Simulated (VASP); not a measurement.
Here is the system:

```xyz
1
Lattice="0.0000 1.9819 1.9819 1.9819 0.0000 1.9819 1.9819 1.9819 0.0000" Properties=species:S:1:pos:R:3 pbc="T T T"
Al     0.0000     0.0000     0.0000
```

The numbers are results of PBE GGA, VASP's PBE PAW potentials (set 64) (plane waves; VASP), not measurements. Run with 500 eV cut-off, 16×16×16 Γ-centred mesh, first-order Methfessel-Paxton smearing of 0.10 eV, potentials Al.

Energy and stress use the plane-wave basis of the starting cell.

**Question.** The ions, cell shape and volume at an external pressure of 10.0 GPa are relaxed. Give the cell that the relaxation ends in.

**Answer.** 
```xyz
1
Lattice="0.0000 1.9528 1.9528 1.9528 0.0000 1.9528 1.9528 1.9528 0.0000" Properties=species:S:1:pos:R:3 pbc="T T T"
Al     0.0000     0.0000     0.0000
```
Space group Fm-3m (225), at a tolerance of 0.03 Å.

**Question.** How do energy and volume change from the first to the last step?

**Answer.** The energy (σ→0) changes by +31.5 meV/atom and the volume by -4.3 %, in 3 ionic steps.

The compound is Al in the fcc structure. This run relaxes it under an external pressure of 10 GPa. Symmetry was kept, so distortions that lower it aren't found.
